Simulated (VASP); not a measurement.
Consider the following.

```
CELL_PARAMETERS angstrom
      1.83421    -3.17695     0.00000
      1.83421     3.17695     0.00000
      0.00000     0.00000     4.74106
ATOMIC_POSITIONS crystal
  Pt 0.00000 0.00000 0.00000
  S  0.33333 0.66667 0.25749
  S  0.66667 0.33333 0.74251
```

Level of theory: PBE GGA with D3 dispersion (zero damping), VASP's PBE PAW potentials (set 64) (plane waves; VASP). Run with 520 eV cut-off, 7×7×5 Γ-centred mesh, Gaussian smearing of 0.050 eV, potentials Pt S.

Q: The ions and cell shape at fixed volume are relaxed. Which structure does the run end with?

A: 
```
CELL_PARAMETERS angstrom
      1.80029    -3.11820     0.00000
      1.80029     3.11820     0.00000
      0.00000     0.00000     4.92140
ATOMIC_POSITIONS crystal
  Pt 0.00000 0.00000 0.00000
  S  0.33333 0.66667 0.24471
  S  0.66667 0.33333 0.75529
```
Space group P-3m1 (164), at a tolerance of 0.03 Å.

Q: How much energy does the relaxation gain?

A: The energy (σ→0) changes by -18.9 meV/atom, in 6 ionic steps.

The compound is PtS2 in the 1T layered structure. This cell is one point of a volume scan, at 1.06 of the reference volume. Symmetry was kept, so distortions that lower it aren't found.
